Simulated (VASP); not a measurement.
A convergence study with VASP on AlP (zinc blende): one setting is varied, all else stays as given below, so the limit is that of these other settings. Each run relaxes cell and ions; the cell shown is the tightest run's result. The basis is that of the starting cell, so low cut-offs carry a Pulay error.

```
CELL_PARAMETERS angstrom
      0.00000     2.75305     2.75305
      2.75305     0.00000     2.75305
      2.75305     2.75305     0.00000
ATOMIC_POSITIONS crystal
  Al 0.00000 0.00000 0.00000
  P  0.25000 0.25000 0.25000
```

The numbers are results of PBE GGA, VASP's PBE PAW potentials (set 64) (plane waves; VASP 6.6.1), not measurements. The tightest run used: 700 eV cut-off, 7×7×7 Γ-centred mesh, Gaussian smearing of 0.050 eV, potentials Al P.

The reference is ENCUT = 700, which took about 20 core-seconds. Costs are core time on shared hosts, one run each; read them as rough ratios.

Of the settings ENCUT = 200; ENCUT = 250; ENCUT = 300; ENCUT = 350; ENCUT = 400; ENCUT = 450; ENCUT = 500; ENCUT = 550; ENCUT = 600; ENCUT = 650; ENCUT = 700, which is the lowest that keeps the difference from the reference in relaxed volume (Å³/atom) within 0.1 from there on, and what does it cost?

ENCUT = 250; its cost over the reference is about 1/2.
| setting | difference in relaxed volume (Å³/atom) | cost over the reference |
|---|---|---|
| ENCUT = 200 | 0.196 | about 1/3 |
| ENCUT = 250 | 0.084 | about 1/2 |
| ENCUT = 300 | 0.031 | about 1/2 |
| ENCUT = 350 | 0.011 | about 1/2 |
| ENCUT = 400 | 0.003 | within a factor of 2 |
| ENCUT = 450 | 0.004 | within a factor of 2 |
| ENCUT = 500 | 0.004 | within a factor of 2 |
| ENCUT = 550 | 0.003 | within a factor of 2 |
| ENCUT = 600 | 0.002 | within a factor of 2 |
| ENCUT = 650 | 0.000 | within a factor of 2 |
| ENCUT = 700 | 0.000 | reference |

Left out are rungs that failed or repeat a setting and relaxations that didn't move; long series are thinned to 24 rows.

The compound is AlP in the zinc blende structure.
